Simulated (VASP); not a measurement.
A convergence study with VASP on LiCl (space group no. 225 when undisturbed): one setting is varied, all else stays as given below, so the limit is that of these other settings. One atom is moved off its site, so that forces are finite.

```xyz
2
Lattice="0.0000 2.5777 2.5777 2.5777 0.0000 2.5777 2.5777 2.5777 0.0000" Properties=species:S:1:pos:R:3 pbc="T T T"
Li     0.0000     0.0000     0.0500
Cl     2.5777     2.5777     2.5777
```

All values below come from PBEsol GGA, VASP's PBE PAW potentials (set 64) (plane waves; VASP). The tightest run used: 960 eV cut-off, 8×8×8 Γ-centred mesh, Fermi-Dirac smearing of 0.050 eV, potentials Li_sv Cl.

Gaps are read on the run's mesh, which can miss a band edge.

The settings run are ENCUT = 140; ENCUT = 160; ENCUT = 180; ENCUT = 200; ENCUT = 220; ENCUT = 240; ENCUT = 280; ENCUT = 320; ENCUT = 360; ENCUT = 440; ENCUT = 480; ENCUT = 540; ENCUT = 600; ENCUT = 700; ENCUT = 800; ENCUT = 960. From which on does the stress (every component) stay within 0.5 GPa of the tightest run?

From ENCUT = 440 on: it is off by 0.42 there and by no more than 0.5 in any finer run, while ENCUT = 360 is off by 1.61.
| setting | E (eV/atom) | pressure (GPa) | gap on the mesh (eV) | plane waves | difference judged (GPa) |
|---|---|---|---|---|---|
| ENCUT = 140 | -9.6947 | -49.85 | 6.252 | 138 | 48.25 |
| ENCUT = 160 | -8.0180 | -34.05 | 6.367 | 169 | 32.44 |
| ENCUT = 180 | -6.9047 | -22.78 | 6.370 | 200 | 21.16 |
| ENCUT = 200 | -6.0123 | -15.01 | 6.440 | 229 | 13.39 |
| ENCUT = 220 | -5.3660 | -10.26 | 6.478 | 266 | 8.64 |
| ENCUT = 240 | -4.9228 | -7.45 | 6.482 | 303 | 5.82 |
| ENCUT = 280 | -4.2832 | -4.97 | 6.493 | 380 | 3.35 |
| ENCUT = 320 | -4.0125 | -4.01 | 6.498 | 459 | 2.39 |
| ENCUT = 360 | -3.8848 | -3.24 | 6.290 | 544 | 1.61 |
| ENCUT = 440 | -3.8201 | -2.05 | 6.082 | 730 | 0.42 |
| ENCUT = 480 | -3.8155 | -1.80 | 6.054 | 869 | 0.16 |
| ENCUT = 540 | -3.8144 | -1.70 | 6.051 | 992 | 0.06 |
| ENCUT = 600 | -3.8146 | -1.70 | 6.051 | 1162 | 0.07 |
| ENCUT = 700 | -3.8140 | -1.70 | 6.046 | 1459 | 0.07 |
| ENCUT = 800 | -3.8136 | -1.65 | 6.042 | 1807 | 0.02 |
| ENCUT = 960 | -3.8136 | -1.64 | 6.042 | 2337 | 0.00 |

Left out are rungs that failed or repeat a setting and relaxations that didn't move; long series are thinned to 24 rows.

The structure is a typed LiCl crystal (space group no. 225). The cell was not relaxed at this level, it is distorted from the ideal structure.
